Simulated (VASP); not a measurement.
Energy against volume of CaO (rock salt). All values below come from revPBE GGA, VASP's PBE PAW potentials (set 64) (plane waves; VASP).

| V (Å³/atom) | E (eV/atom) |
|---|---|
| 13.669 | -6.07291 |
| 14.105 | -6.08711 |
| 14.541 | -6.09190 |
| 14.977 | -6.08870 |
| 15.414 | -6.07864 |

**Question.** Fit a third-order Birch-Murnaghan equation of state.

**Answer.** 
```json
{
  "volume_per_atom": "14.57 Å³/atom",
  "bulk_modulus": "97.0 GPa",
  "pressure_derivative_of_the_bulk_modulus": "4.28",
  "lattice_constant_a": "4.885 Å"
}
```

Measured: a 4.781 Å at 0 K (computed value off by +2.2 %), as given by Wei Chen et al., Physical Review Materials (2018), doi:10.1103/physrevmaterials.2.073803 [zero-point anharmonic expansion removed].

The compound is CaO in the rock salt structure. It was relaxed first.
